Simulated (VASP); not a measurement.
Here is the system:

```
RbBr
1.0
    0.00000     3.42361     3.42361
    3.42361     0.00000     3.42361
    3.42361     3.42361     0.00000
Rb Br
1 1
Cartesian
  0.00000   0.00000   0.00000
  3.42361   3.42361   3.42361
```

Calculation: PBEsol GGA, VASP's PBE PAW potentials (set 64) (plane waves; VASP 6.6.1). Settings: 400 eV cut-off, Gaussian smearing of 0.050 eV, potentials Rb_sv Br.

Question: Give the energies of bands 6 to 11 at the high-symmetry points, in eV from the valence-band maximum.

Answer: 
```json
[
 {"band": "6", "Γ": "0.00", "X": "-0.49", "U": "-0.51", "L": "-1.02", "W": "-0.51"},
 {"band": "7", "Γ": "0.00", "X": "-0.16", "U": "-0.42", "L": "-0.37", "W": "-0.36"},
 {"band": "8", "Γ": "0.00", "X": "-0.16", "U": "-0.27", "L": "-0.37", "W": "-0.36"},
 {"band": "9", "Γ": "4.22", "X": "5.49", "U": "6.23", "L": "6.68", "W": "6.98"},
 {"band": "10", "Γ": "7.20", "X": "7.03", "U": "8.04", "L": "7.62", "W": "6.98"},
 {"band": "11", "Γ": "7.20", "X": "9.07", "U": "8.05", "L": "9.44", "W": "8.18"}
]
```

The gap is direct, 4.22 eV, from the valence maximum at Γ to the conduction minimum at Γ.

The structure was generated: RbBr was put into the rock salt type (Fm-3m), which need not be its known phase. It was relaxed first, which changed the volume by -19 %.
